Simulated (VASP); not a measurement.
Calculation: r2SCAN meta-GGA, VASP's PBE PAW potentials (set 64) (plane waves; VASP).

Input for VASP

### KPOINTS
```
Regular mesh
0
Gamma
  8 8 8
```

INCAR:
```
SYSTEM = Si
PREC = Accurate
ENCUT = 480
EDIFF = 1E-7
NELM = 100
ALGO = Normal
LREAL = .FALSE.
LASPH = .TRUE.
ISMEAR = 0
SIGMA = 0.05
METAGGA = R2SCAN
LMIXTAU = .TRUE.
LWAVE = .FALSE.
LCHARG = .FALSE.
ISIF = 2
```

File POSCAR:
```
Si
1
   -0.0000000000     2.7198060285     2.7198060285
    2.7198060285    -0.0000000000     2.7198060285
    2.7198060285     2.7198060285     0.0000000000
Si
2
Direct
  0.0000000000   0.0000000000   0.0000000000
  0.2637877480   0.2362122520   0.2362122520
```

POTCAR, in this order: Si (PBE.64 set). Program: vasp_std.

Question: What will the output report for the number of irreducible k-points (NKPTS), number of bands (NBANDS), largest plane-wave count, number of space-group operations, FFT grid (NGX, NGY, NGZ)?

Answer: 
```json
{
  "number of irreducible k-points (NKPTS)": "95",
  "number of bands (NBANDS)": "8",
  "largest_plane_wave_count": "982",
  "number_of_space_group_operations": "8",
  "FFT grid (NGX, NGY, NGZ)": "28 × 28 × 28"
}
```

The compound is Si in the diamond structure. This cell was strained or had an atom moved on purpose.
